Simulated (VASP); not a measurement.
# Sn3P2 (R-3m) in VASP: notebook, part 2 of 2

VASP 6.6.1.

## Step 3: Relaxation of cell and atoms, PBE

This run uses another cell than the first one, of 24.94 Å³/atom, 1.021 times its volume.

INCAR

```
SYSTEM = Sn3P2
ALGO     = Fast           ! electronic algorithm
EDIFF    = 1E-5           ! SCF threshold, eV
EDIFFG   = -0.03          ! ionic threshold
ENCUT    = 520            ! plane-wave cutoff, eV
GGA      = PE             ! functional
IBRION   = 2              ! ionic algorithm
ISIF     = 3              ! what is computed and relaxed
ISMEAR   = 0              ! smearing method
ISYM     = 0            
KPAR     = 4            
LASPH    = .TRUE.         ! aspherical terms in the spheres
LCHARG   = .FALSE.        ! write CHGCAR
LREAL    = Auto         
LWAVE    = .FALSE.        ! write WAVECAR
NELM     = 80             ! most SCF steps
NSW      = 110            ! ionic steps
PREC     = Normal         ! precision mode
SIGMA    = 0.15           ! smearing width, eV
```

KPOINTS

```
k-points
0
G
  2 4 4
  0 0 0
```

POSCAR

```
Sn3P2
1.0
    4.0066959900      2.9914528900     17.2410324900
   -2.1164004800      1.5507944200      8.6397052700
   -0.0088359800     -2.0098327100      8.4887694800
Sn P
6 4
Direct
    0.1133358200      0.1872800600      0.2303632300
    0.6178041300      0.1998128800      0.2116480000
    0.3875244300      0.8058029600      0.7723513400
    0.8889837900      0.7743076100      0.8078511600
    0.5031517600      0.9847432600      0.0214484100
    0.9915649200      0.9969894700      0.0137042900
    0.3007143000      0.6103057500      0.5899575000
    0.7937985200      0.6141348600      0.5973447400
    0.1970995800      0.3989769600      0.3990062600
    0.7075838300      0.3872246700      0.3878786100
```

Potentials or basis: VASP PAW PBE potentials, release 64 (Sn_d, P).

Launch:

```
$ cat potpaw_PBE.64/Sn_d/POTCAR potpaw_PBE.64/P/POTCAR > POTCAR
$ mpirun -np 4 vasp_std > vasp.out
```

OUTCAR:

```text
SYSTEM = Sn3P2
   EDIFF = 1E-5
   EDIFFG = -0.03
   ENCUT = 520
   GGA = PE
   IBRION = 2
   ISIF = 3
   ISMEAR = 0
   ISYM = 0
   LASPH = .TRUE.
   LREAL = Auto
   NELM = 80
   NSW = 110
   PREC = Normal

 ion  position               nearest neighbor table
   1  0.113  0.187  0.230-   7 2.58   8 2.74   7 2.90   3 3.32   4 3.38   4 3.54   6 3.67
   2  0.618  0.200  0.212-   8 2.58   7 2.72   8 2.79   4 3.28   3 3.49   3 3.57
   3  0.388  0.806  0.772-   9 2.65  10 2.78   9 2.87   1 3.32   2 3.49   5 3.55   2 3.57
   4  0.889  0.774  0.808-   9 2.73  10 2.76  10 2.78   2 3.28   1 3.38   1 3.54
   5  0.503  0.985  0.021-  10 2.76   9 2.79   8 2.89  10 2.99   7 3.01   7 3.02   3 3.55
   6  0.992  0.997  0.014-  10 2.75   7 2.87   9 2.87   8 2.90   8 2.94   9 3.06   1 3.67
   7  0.301  0.610  0.590-   1 2.58   2 2.72   6 2.87   1 2.90   5 3.01   5 3.02
   8  0.794  0.614  0.597-   2 2.58   1 2.74   2 2.79   5 2.89   6 2.90   6 2.94
   9  0.197  0.399  0.399-   3 2.65   4 2.73   5 2.79   3 2.87   6 2.87   6 3.06
  10  0.708  0.387  0.388-   6 2.75   4 2.76   5 2.76   4 2.78   3 2.78   5 2.99

IMPORTANT INFORMATION: All symmetrisations will be switched off!
NOSYMM: (Re-)initialisation of all symmetry stuff for point group C_1.

----------------------------------------------------------------------------------------

                                     Primitive cell

  volume of cell :     249.4071

  direct lattice vectors                    reciprocal lattice vectors
     4.006695990  2.991452890 17.241032490     0.122405094  0.071727293  0.017109833
    -2.116400480  1.550794420  8.639705270    -0.240752355  0.136981910  0.032181748
    -0.008835980 -2.009832710  8.488769480    -0.003576585 -0.285098555  0.050297985

  length of vectors
    17.951479172  9.029320101  8.723457622     0.142900517  0.278857320  0.289523514

  position of ions in fractional coordinates (direct lattice)
     0.113335820  0.187280060  0.230363230
     0.617804130  0.199812880  0.211648000
     0.387524430  0.805802960  0.772351340
     0.888983790  0.774307610  0.807851160
     0.503151760  0.984743260  0.021448410
     0.991564920  0.996989470  0.013704290
     0.300714300  0.610305750  0.589957500
     0.793798520  0.614134860  0.597344740
     0.197099580  0.398976960  0.399006260
     0.707583830  0.387224670  0.387878610

[... 102 lines left out ...]
  Thomas-Fermi vector in A             =   2.358190
   LORBIT       =      0    0 simple, 1 ext, 2 COOP (PROOUT), +10 PAW based schemes
   GGA     = PE    functional components
   LHFCALC =     F    Hartree Fock is set to
   AEXX    =    0.0000 exact exchange contribution
   IVDW    =     0    specifies the selected vdW correction
   LEPSILON=     F    determine dielectric tensor
   LRPA    =     F    only Hartree local field effects (RPA)
 conjugate gradient relaxation of ions
 non-spin polarized calculation
 RMM-DIIS sequential band-by-band and
 Gauss-broadening in eV      SIGMA  =   0.15
  energy-cutoff  :      520.00
  volume of cell :      249.41
 maximum number of plane-waves:      6750
   NGX = 67   NGY = 33   NGZ = 33

--------------------------------------- Ionic step        1  -------------------------------------------

 number of electron     104.0000019 magnetization

 Free energy of the ion-electron system (eV)
  ---------------------------------------------------
  ext. energy  EPLUGINS =         0.00000000
  ---------------------------------------------------
  free energy    TOTEN  =       -44.90082238 eV

  energy without entropy =      -44.86118834  energy(sigma->0) =      -44.88100536

 E-fermi :   7.1229     XC(G=0):  -9.9582

 val. band max:        7.1187548295   @ k =   0.0000   0.0000   0.5000
 cond. band min:       7.1502504043   @ k =   0.0000   0.5000   0.0000
 fundamental gap:      0.0314955748
 Fermi energy:         7.1229477698

 k-point     1 :       0.0000    0.0000    0.0000
  band No.  band energies     occupation
      1     -14.6460      2.00000
      2     -14.6401      2.00000
      3     -14.6324      2.00000
      4     -14.6237      2.00000
      5     -14.6226      2.00000
      6     -14.6091      2.00000
[... 1414 lines left out ...]
  FREE ENERGIE OF THE ION-ELECTRON SYSTEM (eV)
  ---------------------------------------------------
  free  energy   TOTEN  =       -45.1933276349 eV

  energy  without entropy=      -45.1697689358  energy(sigma->0) =      -45.18154829

[... ionic steps 4 to 14 ...]

--------------------------------------- Ionic step       15  -------------------------------------------

 number of electron     103.9999998 magnetization

------------------------ aborting loop because EDIFF is reached ----------------------------------------
[... 83 lines left out ...]
--------------------------------------- Ionic step       17  -------------------------------------------

 number of electron     103.9999997 magnetization

 Free energy of the ion-electron system (eV)
  ---------------------------------------------------
  ext. energy  EPLUGINS =         0.00000000
  ---------------------------------------------------
  free energy    TOTEN  =       -45.28380521 eV

  energy without entropy =      -45.25989375  energy(sigma->0) =      -45.27184948

 E-fermi :   7.4626     XC(G=0): -10.0608

 val. band max:        7.4590998275   @ k =   0.0000   0.0000   0.0000
 cond. band min:       7.5240778156   @ k =   0.5000   0.0000   0.2500
 fundamental gap:      0.0649779881
 Fermi energy:         7.4625539825

 k-point     1 :       0.0000    0.0000    0.0000
  band No.  band energies     occupation
      1     -14.4165      2.00000
      2     -14.4059      2.00000
      3     -14.4057      2.00000
      4     -14.3891      2.00000
      5     -14.3873      2.00000
      6     -14.3753      2.00000
[... 1326 lines left out ...]
  FREE ENERGIE OF THE ION-ELECTRON SYSTEM (eV)
  ---------------------------------------------------
  free  energy   TOTEN  =       -45.2838052061 eV

  energy  without entropy=      -45.2598937541  energy(sigma->0) =      -45.27184948

 reached required accuracy - stopping structural energy minimisation
```

Wall time 60 min (4 MPI ranks of Intel Xeon Platinum 8259CL at 2.50GHz (Skylake/Cascade Lake), shared host); peak memory 0.74 GiB.

Results:

* Free energy: -45.2838 eV
* Relaxed volume: 24.42 Å³/atom
* Relaxed cell: a = 17.526 Å, b = 8.765 Å, c = 8.760 Å, α = 26.96°, β = 26.99°, γ = 26.97°
* Space group after relaxing (to 0.05 Å): R-3m (No. 166)
* Energy gained by relaxing: 38.3 meV/atom
* Ionic steps: 17
* Pressure after relaxing: 0.1 GPa
* Largest force after relaxing: 0.027 eV/Å
* Band gap on the k mesh: none (metal or under the smearing width)

Forces on the atoms (eV/Å):
```
Sn  -0.020 -0.002  0.004
Sn  -0.010 -0.004  0.019
Sn   0.016  0.001 -0.005
Sn   0.004  0.008 -0.010
Sn  -0.007  0.014  0.020
Sn   0.011  0.003  0.008
P   -0.011 -0.002 -0.025
P    0.009 -0.001  0.010
P    0.012 -0.009 -0.001
P   -0.004 -0.006 -0.020
```

Stress tensor (GPa, compression positive):
```
 0.08 -0.09  0.10
-0.09  0.04  0.00
 0.10  0.00  0.08
```

Step by step:
| step | energy change (eV) | largest force (eV/Å) | pressure (GPa) | volume (Å³) |
| --- | --- | --- | --- | --- |
| 1 | 0.0000 | 0.6303 | -0.75 | 249.41 |
| 2 | -0.2808 | 0.3502 | 0.02 | 245.03 |
| 3 | -0.2925 | 0.3270 | 0.38 | 243.71 |
| 4 | -0.2931 | 0.3336 | 0.23 | 243.92 |
| 5 | -0.3419 | 0.2013 | 0.04 | 244.65 |
| 6 | -0.3649 | 0.1501 | -0.22 | 245.43 |
| 7 | -0.3655 | 0.1401 | -0.26 | 245.55 |
| 8 | -0.3726 | 0.1201 | 0.09 | 243.80 |
| 9 | -0.3725 | 0.1149 | 0.22 | 243.67 |
| 10 | -0.3726 | 0.1272 | 0.16 | 243.76 |
| 11 | -0.3768 | 0.0730 | -0.02 | 244.09 |
| 12 | -0.3778 | 0.0703 | 0.19 | 244.23 |
| 13 | -0.3788 | 0.0707 | -0.11 | 244.50 |
| 14 | -0.3810 | 0.0412 | 0.09 | 243.76 |
| 15 | -0.3810 | 0.0481 | 0.07 | 243.86 |
| 16 | -0.3826 | 0.0315 | -0.01 | 244.07 |
| 17 | -0.3830 | 0.0270 | 0.07 | 244.18 |

Final structure:
```yaml
crystal:
  lattice:
    - [4.07743, 2.37383, 16.87864]
    - [-2.04820, 1.18383, 8.43990]
    - [-0.00632, -2.35451, 8.43750]
  atoms:
    - { symbol: Sn, position: [0.10942, 0.20807, 0.21641] }
    - { symbol: Sn, position: [0.60729, 0.21192, 0.21491] }
    - { symbol: Sn, position: [0.39103, 0.78531, 0.78817] }
    - { symbol: Sn, position: [0.89309, 0.77910, 0.79183] }
    - { symbol: Sn, position: [0.50120, 0.99036, 0.00682] }
    - { symbol: Sn, position: [0.99836, 0.99836, 0.00342] }
    - { symbol: P, position: [0.30197, 0.59512, 0.60327] }
    - { symbol: P, position: [0.80041, 0.59801, 0.60171] }
    - { symbol: P, position: [0.19875, 0.39859, 0.40109] }
    - { symbol: P, position: [0.70005, 0.39474, 0.40392] }
```

Levels at points of the mesh, in eV from the Fermi level:
```csv
k point,band 49,band 50,band 51,band 52,band 53,band 54,band 55,band 56
"(0.00, 0.00, 0.00)",-1.71,-1.70,-0.36,-0.27,0.00,1.15,1.17,1.72
"(0.50, 0.00, 0.00)",-2.22,-2.21,-0.68,-0.68,1.34,1.36,1.44,1.44
"(0.00, 0.50, 0.00)",-2.47,-2.06,-1.71,-0.43,-0.35,-0.20,0.57,1.73
"(0.50, 0.50, 0.00)",-1.87,-1.87,-1.39,-1.38,0.69,0.72,1.49,1.50
"(0.00, 0.00, 0.50)",-2.48,-2.04,-1.72,-0.45,-0.37,-0.23,0.56,1.74
"(0.50, 0.00, 0.50)",-1.87,-1.84,-1.40,-1.39,0.70,0.75,1.50,1.51
"(0.00, 0.50, 0.50)",-1.71,-1.07,-0.44,-0.22,-0.07,0.57,0.75,0.77
"(0.50, 0.50, 0.50)",-1.43,-1.42,-0.54,-0.54,0.91,0.92,1.17,1.18
```

Caveat: the k mesh is coarse (spacing up to 0.45 Å⁻¹), so the values aren't converged.
